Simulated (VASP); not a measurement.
```yaml
crystal:
  lattice:
    - [4.64797, 0.00000, 0.00000]
    - [0.00000, 4.64797, 0.00000]
    - [0.00000, 0.00000, 4.64797]
  atoms:
    - { symbol: Tl, position: [0.00000, 0.50000, 0.50000] }
    - { symbol: Tl, position: [0.50000, 0.00000, 0.50000] }
    - { symbol: Tl, position: [0.50000, 0.50000, 0.00000] }
    - { symbol: Ag, position: [0.00000, 0.00000, 0.00000] }
```

Calculation: PBEsol GGA, VASP's PBE PAW potentials (set 64) (plane waves; VASP). Numerical set-up: 400 eV cut-off, Gaussian smearing of 0.050 eV, potentials Tl_d Ag.

### Question
Give the energies of bands 16 to 29 at the high-symmetry points, in eV from the Fermi level.

### Answer

| band | Γ | X | M | R |
|---|---|---|---|---|
| 16 | -10.15 | -8.61 | -7.27 | -5.95 |
| 17 | -4.83 | -7.73 | -6.41 | -5.95 |
| 18 | -4.83 | -4.54 | -6.41 | -5.95 |
| 19 | -4.24 | -4.54 | -4.81 | -4.20 |
| 20 | -4.24 | -4.52 | -4.48 | -4.20 |
| 21 | -4.24 | -4.25 | -4.48 | -3.47 |
| 22 | -2.52 | -4.20 | -4.26 | -3.43 |
| 23 | -2.52 | -3.02 | -3.77 | -3.43 |
| 24 | -1.58 | 0.23 | -3.20 | -3.43 |
| 25 | -1.58 | 0.79 | 1.42 | -2.57 |
| 26 | -1.58 | 0.79 | 2.34 | -2.57 |
| 27 | 1.15 | 1.53 | 2.34 | -2.57 |
| 28 | 4.70 | 1.53 | 2.78 | -0.32 |
| 29 | 4.70 | 2.95 | 3.33 | 9.18 |

It has no gap at this level: it comes out as a metal or semimetal.

The structure comes from a computed database's Tl3Ag entry (Pm-3m); how it stands against other phases isn't given here. It was relaxed first, which changed the volume by -10 %.
